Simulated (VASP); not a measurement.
## CS2N2: single point with PBE

CS2N2:

```
S C N
1.0
     8.58168    0.00000    0.00000
     0.00000    8.58168    0.00000
     0.00000    0.00000    8.58168
S C N
8 4 8
Direct
  0.06400 0.99379 0.31646
  0.27884 0.94401 0.02416
  0.74315 0.03160 0.90756
  0.79418 0.36882 0.02658
  0.50645 0.64667 0.87337
  0.38513 0.84172 0.59239
  0.41941 0.25389 0.72830
  0.53889 0.26522 0.38504
  0.17428 0.99275 0.15989
  0.76042 0.19962 0.97662
  0.45785 0.75752 0.73096
  0.47202 0.25076 0.54621
  0.97192 0.67838 0.84367
  0.94099 0.65379 0.72116
  0.76514 0.69574 0.35382
  0.78556 0.69763 0.22586
  0.30903 0.48281 0.14348
  0.19221 0.50587 0.18635
  0.96423 0.35862 0.52674
  0.98576 0.28184 0.62901
```

The cell was built by a generator and needn't be a form met in nature.

```json
{"Program": "VASP 6.6.1", "Task": "single point", "Functional": "PBE", "Potentials or basis": "VASP PAW PBE potentials, release 64 (S, C, N)", "Cutoff": "520 eV", "k mesh": "1 × 1 × 1", "Occupations": "fermi-dirac, width 0.05 eV", "Spin": "no spin polarisation"}
```

- Pressure: 0.6 GPa
- Largest force: 5.293 eV/Å
- Band gap on the k mesh: 3.26 eV, direct

Forces on the atoms (eV/Å):
```
S    1.659  0.522 -2.451
S    0.645  0.325 -0.985
S   -0.127  0.326  0.434
S   -0.050  0.630  0.457
S   -0.134  1.201 -1.406
S   -0.291  0.989 -1.064
S    0.405 -0.195 -2.509
S    0.876 -0.008 -2.601
C   -2.329 -0.721  3.514
C    0.272 -1.066 -0.803
C    0.478 -2.288  2.246
C   -1.315  0.255  5.120
N    0.357  0.266  1.239
N   -0.289 -0.134 -1.246
N   -0.070  0.017  0.156
N    0.000 -0.016 -0.118
N    4.149 -0.876 -1.491
N   -4.242  0.847  1.548
N   -0.010 -0.035 -0.081
N    0.013 -0.038  0.039
```

Stress tensor (GPa, compression positive):
```
 1.25 -0.24 -0.05
-0.24  0.49  0.27
-0.05  0.27  0.16
```

Levels at points of the mesh, in eV from the valence-band top:
```tsv
k point	band 48	band 49	band 50	band 51	band 52	band 53	band 54	band 55	band 56	band 57
(0.00, 0.00, 0.00)	-0.28	-0.20	-0.14	-0.04	0.00	3.26	3.41	3.43	3.51	3.59
```

It took 41 s on 1 thread of Intel(R) Xeon(R) 6975P-C (Granite Rapids), on a shared host, peak memory 0.53 GiB.

Caveat: the standard files for N, O and F lose accuracy on very short bonds. PBE gaps usually lie below the measured ones, often by a third to a half.
